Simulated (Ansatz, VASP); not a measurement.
# GaAs: VASP beside Ansatz, part 2 of 2

One calculation is typed for both programs; each brings its own data sets. How far apart do they land? The cell is taken from a series of runs on this material, whose earlier steps may have relaxed, scaled, displaced or heated it; both programs get it as it stands.

VASP 6.6.1 and Ansatz 0.2.0.

So far. Step 5 (VASP: single point, PBE, pair 2): The run ends at a pressure of 4.52 GPa. Step 6 (Ansatz: single point, PBE, pair 2): The run ends at a pressure of 4.36 GPa.

## 7. Comparison

What differs besides the data sets and the points named for the pairs above, as far as they apply: the data sets hold 28 valence electrons in Ansatz (on its PAW soft_1 files) and 18 in VASP. Total energies have different zeros and are not compared.

Compared:

| quantity | Ansatz | VASP | difference |
| --- | --- | --- | --- |
| pressure (GPa) | 4.36 | 4.52 | -0.16 |
| gap on the k mesh (eV) | 0.619 | 0.622 | -0.003 |

A gap on the mesh is an upper bound, since the band edges may lie between its points.

## 8. Ansatz: single point, PBE, pair 3

With cell and atoms fixed, the geometry can't cause a difference; cores, projectors, grids and the points listed under the comparison can. The cell compared in this pair holds 43.63 Å³, against 44.58 Å³ for the pair before.

The cell is taken from a series of runs on this material, whose earlier steps may have relaxed, scaled, displaced or heated it; both programs get it as it stands.

The input, input.yaml:

```yaml
crystal:
  lattice:
    - [0.0, 2.7941963666, 2.7941963666]
    - [2.7941963666, 0.0, 2.7941963666]
    - [2.7941963666, 2.7941963666, 0.0]
  atoms:
    - { symbol: Ga, position: [0.0, 0.0, 0.0] }
    - { symbol: As, position: [0.75, 0.75, 0.75] }
kpoints:
  mp_grid: { grid: [12, 12, 12] }
hamiltonian:
  xc: pbe
  pseudopotentials: { kind: paw, azcp: { folder: soft_1 } }
scf:
  occupations: { method: gaussian, width: 0.02 }
output:
  forces: true
  stress: true
  eigenvalues: true
```

The run is started by

```console
ansatz run input.yaml --threads 4 --pin off --max-ram 10240MiB --backend cpu --events-out ev --progress --plain --runs-dir out
```

Numbers of over 12 decimals in the logs are rounded to 6 here.

The program printed:

```text
[...]
Crystal: 2 atoms, lattice volume = 43.632 Å³
Basis set: ecut = 420 eV, 869 PW (Γ), exchange–correlation on 54×54×54 points (8 copies of the dense FFT grid, shifted against one another)
Bands: 18, of which v1, the nominal top of the filled ones, is band 14 counted from 1 (13 counted from 0)
Symmetry: 24 space group operations
[...]
k-points: 72 of 1728 (time reversal used)
[...]
--- Band table (eV; the first three rows and the last of 72) ---
  k-point 0: bands = [... 10 lower, -4.5852, 8.3975, 8.3975, 8.3975, 9.1809, 12.1473, 12.1473, 12.1473]
  k-point 1: bands = [... 10 lower, -4.4987, 7.2239, 8.2776, 8.2776, 9.9519, 12.3241, 12.3241, 12.3268]
  k-point 2: bands = [... 10 lower, -4.2472, 5.6749, 7.9970, 7.9970, 10.1807, 12.7169, 12.7169, 13.1992]
  k-point 71: bands = [... 10 lower, -1.8633, 1.6266, 4.6998, 4.8940, 13.1388, 13.1848, 13.9270, 14.4633]
[key lines of the parts left out:]
SCF converged after 7 iterations
Free energy (F): -8639.805553 eV
Fermi energy:    8.789493 eV
P = ⅓ Tr σ = 6.1738 GPa (61.738 kbar)
```

The run ends at a pressure of 6.17 GPa.

## 9. VASP: single point, PBE, pair 3

The same cell, functional, mesh and smearing now go to VASP, with its own data sets.

The input, INCAR:

```
SYSTEM = GaAs
PREC = Accurate
ENCUT = 500
EDIFF = 1E-06
NELM = 120
ISMEAR = 0
SIGMA = 0.02
LREAL = .FALSE.
ALGO = Normal
GGA = PE
NBANDS = 15
LORBIT = 11
LWAVE = .FALSE.
LCHARG = .FALSE.
ISIF = 2
LASPH = .TRUE.
GGA_COMPAT = .FALSE.
EFERMI = MIDGAP
```

The input, POSCAR:

```
GaAs
1.0
    0.0000000000      2.7941963666      2.7941963666
    2.7941963666      0.0000000000      2.7941963666
    2.7941963666      2.7941963666      0.0000000000
Ga As
1 1
Direct
    0.0000000000      0.0000000000      0.0000000000
    0.7500000000      0.7500000000      0.7500000000
```

The input, KPOINTS:

```
Automatic mesh
0
Gamma
12 12 12
0 0 0
```

PAW data sets: Ga_d and As (PBE family, release 64).

The run is started by

```console
mpirun -np 1 vasp_std
```

The program printed:

```text
[... set-up lines as in an earlier step ...]
 entering main loop
       N       E                     dE             d eps       ncg     rms          rms(c)
DAV:   1     0.825250799114E+02    0.82525E+02   -0.89999E+03  2192   0.164E+03
DAV:   2    -0.212476408126E+01   -0.84650E+02   -0.81014E+02  2426   0.316E+02
DAV:   3    -0.827650687310E+01   -0.61517E+01   -0.61320E+01  2636   0.684E+01
DAV:   4    -0.836988943875E+01   -0.93383E-01   -0.93366E-01  2557   0.938E+00
[...]
DAV:  10    -0.820443666710E+01   -0.60765E-04   -0.74443E-05  2939   0.101E-01    0.269E-02
DAV:  11    -0.820448418498E+01   -0.47518E-04   -0.67306E-05  2356   0.648E-02    0.279E-03
DAV:  12    -0.820448450107E+01   -0.31609E-06   -0.11095E-06  2213   0.167E-02
   1 F= -.82044845E+01 E0= -.82044845E+01  d E =-.200462-172
```

OUTCAR, selected parts (step 9):

```text
  Total        1.7292873      1.7292873      1.7292873      0.0000000      0.0000000     -0.0000000
  in kB       63.5004754     63.5004754     63.5004754      0.0000000      0.0000000     -0.0000000
  external PRESSURE =      63.5004754 kB  Pullay stress =       0.0000000 kB

 POSITION                                       TOTAL-FORCE (eV/Angst)
 -----------------------------------------------------------------------------------
      0.00000      0.00000      0.00000        -0.000000     -0.000000     -0.000000
      4.19129      4.19129      4.19129         0.000000      0.000000      0.000000
 -----------------------------------------------------------------------------------
    total drift:                                0.000000      0.000000      0.000000

  FREE ENERGIE OF THE ION-ELECTRON SYSTEM (eV)
  ---------------------------------------------------
  free  energy   TOTEN  =        -8.2044845011 eV

  energy  without entropy=       -8.2044845011  energy(sigma->0) =       -8.20448450

[... 1 part as in an earlier step ...]

[... 2 further parts left out ...]
[key lines of the parts left out:]
E-fermi :   4.6583
```

The run ends at a pressure of 6.35 GPa.

## 10. Differences

What differs besides the data sets and the points named for the pairs above, as far as they apply: the data sets hold 28 valence electrons in Ansatz (on its PAW soft_1 files) and 18 in VASP. Total energies have different zeros and are not compared.

The two programs side by side:

| quantity | Ansatz | VASP | difference |
| --- | --- | --- | --- |
| pressure (GPa) | 6.17 | 6.35 | -0.18 |
| gap on the k mesh (eV) | 0.783 | 0.787 | -0.004 |

A gap on the mesh is an upper bound, since the band edges may lie between its points.

## 11. Summary of results

* difference in gap on the k mesh (single point, PBE, pair 1): -0.0047 eV
* difference in gap on the k mesh (single point, PBE, pair 2): -0.0026 eV
* difference in gap on the k mesh (single point, PBE, pair 3): -0.0036 eV

What this shows: The difference in gap on the k mesh is -0.0047 eV (single point, PBE, pair 1), within the 0.08 eV picked in this series as the mark of a large difference. The data sets hold unlike numbers of valence electrons (28 in Ansatz and 18 in VASP), so part of the differences comes from the potentials. 5 further runs of this series are not shown here. How closely two codes agree says nothing of how well the functional describes the real material.

[Lines on the potential files, build, host, timing and source positions are cut from VASP's logs without a mark.]

[Logs are printed without paths, hosts, clocks, repeated set-up lines and the standing remarks that a program may print on its own settings, such as how far it seeks lower states.]

[Hosts, paths, dates, database ids (printed as entryN), source tags and the programs' standing remarks are cut or masked in the printed files.]
